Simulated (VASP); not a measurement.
A convergence study with VASP on Re (hcp): a few settings are varied, all else stays as given below, so the limit is that of these other settings. The cell's lengths are 1 % over those of the tabulated start and one atom is moved, so it is off equilibrium.

```
CELL_PARAMETERS angstrom
      1.39380    -2.41413     0.00000
      1.39380     2.41413     0.00000
      0.00000     0.00000     4.50460
ATOMIC_POSITIONS crystal
  Re 0.33333 0.66667 0.25000
  Re 0.68841 0.35507 0.75000
```

These are PBEsol GGA, VASP's PBE PAW potentials (set 64) (plane waves; VASP) values and carry that method's errors. The last row used: ADDGRID = .TRUE., 500 eV cut-off, 17×17×9 Γ-centred mesh, first-order Methfessel-Paxton smearing of 0.10 eV, potentials Re.

```json
[
 {"setting": "ADDGRID = unset, ENCUT = 200, PREC = Low", "E (eV/atom)": "-13.2967", "pressure (GPa)": "-29.97", "largest force (eV/Å)": "0.256", "plane waves": "214"},
 {"setting": "ADDGRID = unset, ENCUT = 200, PREC = Normal", "E (eV/atom)": "-13.2966", "pressure (GPa)": "-29.97", "largest force (eV/Å)": "0.256", "plane waves": "214"},
 {"setting": "ADDGRID = .TRUE., ENCUT = 200, PREC = Normal", "E (eV/atom)": "-13.2965", "pressure (GPa)": "-29.98", "largest force (eV/Å)": "0.256", "plane waves": "214"},
 {"setting": "ADDGRID = .TRUE., ENCUT = 200, PREC = Accurate", "E (eV/atom)": "-13.2957", "pressure (GPa)": "-30.04", "largest force (eV/Å)": "0.256", "plane waves": "214"},
 {"setting": "ADDGRID = unset, ENCUT = 300, PREC = Low", "E (eV/atom)": "-13.3216", "pressure (GPa)": "-16.48", "largest force (eV/Å)": "0.271", "plane waves": "373"},
 {"setting": "ADDGRID = unset, ENCUT = 300, PREC = Normal", "E (eV/atom)": "-13.3214", "pressure (GPa)": "-16.49", "largest force (eV/Å)": "0.270", "plane waves": "373"},
 {"setting": "ADDGRID = .TRUE., ENCUT = 300, PREC = Normal", "E (eV/atom)": "-13.3214", "pressure (GPa)": "-16.49", "largest force (eV/Å)": "0.270", "plane waves": "373"},
 {"setting": "ADDGRID = .TRUE., ENCUT = 300, PREC = Accurate", "E (eV/atom)": "-13.3214", "pressure (GPa)": "-16.49", "largest force (eV/Å)": "0.270", "plane waves": "373"},
 {"setting": "ADDGRID = unset, ENCUT = 400, PREC = Low", "E (eV/atom)": "-13.3361", "pressure (GPa)": "-14.72", "largest force (eV/Å)": "0.276", "plane waves": "568"},
 {"setting": "ADDGRID = unset, ENCUT = 400, PREC = Normal", "E (eV/atom)": "-13.3360", "pressure (GPa)": "-14.72", "largest force (eV/Å)": "0.275", "plane waves": "568"},
 {"setting": "ADDGRID = .TRUE., ENCUT = 400, PREC = Normal", "E (eV/atom)": "-13.3360", "pressure (GPa)": "-14.72", "largest force (eV/Å)": "0.275", "plane waves": "568"},
 {"setting": "ADDGRID = .TRUE., ENCUT = 400, PREC = Accurate", "E (eV/atom)": "-13.3360", "pressure (GPa)": "-14.72", "largest force (eV/Å)": "0.275", "plane waves": "568"},
 {"setting": "ADDGRID = unset, ENCUT = 500, PREC = Low", "E (eV/atom)": "-13.3367", "pressure (GPa)": "-14.73", "largest force (eV/Å)": "0.276", "plane waves": "782"},
 {"setting": "ADDGRID = unset, ENCUT = 500, PREC = Normal", "E (eV/atom)": "-13.3366", "pressure (GPa)": "-14.74", "largest force (eV/Å)": "0.275", "plane waves": "782"},
 {"setting": "ADDGRID = .TRUE., ENCUT = 500, PREC = Normal", "E (eV/atom)": "-13.3366", "pressure (GPa)": "-14.74", "largest force (eV/Å)": "0.276", "plane waves": "782"},
 {"setting": "ADDGRID = .TRUE., ENCUT = 500, PREC = Accurate", "E (eV/atom)": "-13.3366", "pressure (GPa)": "-14.74", "largest force (eV/Å)": "0.276", "plane waves": "782"}
]
```

Left out are rungs that failed or repeat a setting and relaxations that didn't move; long series are thinned to 24 rows.

The compound is Re in the hcp structure. The cell was not relaxed at this level, it is distorted from the ideal structure.
